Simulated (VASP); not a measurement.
VASP ran on this input.

### POSCAR
```
CdSe
1.0
  2.0998178239  -3.6369909256   0.0000000000
  2.0998178239   3.6369909256   0.0000000000
  0.0000000000   0.0000000000   6.8483885914
Cd Se
2 2
Direct
  0.6666670000   0.3333330000   0.5000238117
  0.3333330000   0.6666670000   0.0000238117
  0.6666670000   0.3333330000   0.8759761883
  0.3333330000   0.6666670000   0.3759761883
```

### KPOINTS
```
kpoints
0
Gamma
  6 6 4
0 0 0
```

### INCAR
```
! general
SYSTEM =CdSe
PREC   =Accurate
ENCUT  =500
LREAL  =F
LASPH  =T

! electronic loop
EDIFF  =1E-6
NELM   =100
ALGO   =Normal
LMAXMIX=4

! smearing
ISMEAR =0
SIGMA  =0.05

! functional
GGA    =PS

! ions
IBRION =2
NSW    =40
ISIF   =3
EDIFFG =-0.02
PSTRESS=50

! output
LWAVE  =F
LCHARG =F
```

POTCAR, in this order: Cd Se (PBE.64 set). Program: vasp_std.

### Question
Write an equivalent input for Ansatz.

### Answer
One equivalent input (not run):
Ansatz 0.2 input:
```yaml
crystal:
  lattice:
    - [2.0998178, -3.6369909, 0.0000000]
    - [2.0998178, 3.6369909, 0.0000000]
    - [0.0000000, 0.0000000, 6.8483886]
  atoms:
    - { symbol: Cd, position: [0.6666670, 0.3333330, 0.5000238] }
    - { symbol: Cd, position: [0.3333330, 0.6666670, 0.0000238] }
    - { symbol: Se, position: [0.6666670, 0.3333330, 0.8759762] }
    - { symbol: Se, position: [0.3333330, 0.6666670, 0.3759762] }
kpoints:
  mp_grid: { grid: [6, 6, 4] }
hamiltonian:
  xc: pbesol
  pseudopotentials: { kind: paw }
scf:
  occupations: { method: gaussian, width: 0.05 }
  max_iter: 100
relax:
  max_steps: 40
  f_tol: 0.02
  cell: { p_target: 5 }
output: { forces: true, stress: true, eigenvalues: true }
```
Limits of the translation: each code has its own PAW files, so the cut-off isn't converted (ENCUT is set for VASP's; basis.ecutwfc is left out, and Ansatz then takes the one that its files recommend); Ansatz stops its SCF on the density residual and VASP on the energy change (EDIFF).

The compound is CdSe in the wurtzite structure. It was relaxed first under an external pressure of 5 GPa.
